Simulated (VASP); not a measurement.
Here is the system:

```
CsPbBr3
1.0
    5.93957     0.00000     0.00000
    0.00000     5.93957     0.00000
    0.00000     0.00000     5.93957
Cs Pb Br
1 1 3
Direct
  0.00000   0.00000   0.00000
  0.50000   0.50000   0.50000
  0.50000   0.00000   0.50000
  0.00000   0.50000   0.50000
  0.50000   0.50000   0.00000
```

Computed with r2SCAN meta-GGA, VASP's PBE PAW potentials (set 64) (plane waves; VASP). Numerical set-up: 400 eV cut-off, 4×4×4 Γ-centred mesh, tetrahedra with Blöchl corrections, potentials Cs_sv Pb_d Br.

The cores are frozen, which limits the accuracy of field gradients.

### Question
Give the principal components of the electric field gradient (V/Å²) and the asymmetry η at each nucleus.

### Answer

```tsv
atom	Vxx	Vyy	Vzz	η
Cs1	0.0	0.0	0.0	-
Pb2	0.0	0.0	0.0	-
Br3	-88.0	-88.0	176.0	0.00
Br4	-88.0	-88.0	176.0	0.00
Br5	-88.0	-88.0	176.0	0.00
```

The compound is CsPbBr3 in the cubic perovskite structure, the ideal cubic form; the compound distorts at low or room temperature. It was relaxed first.
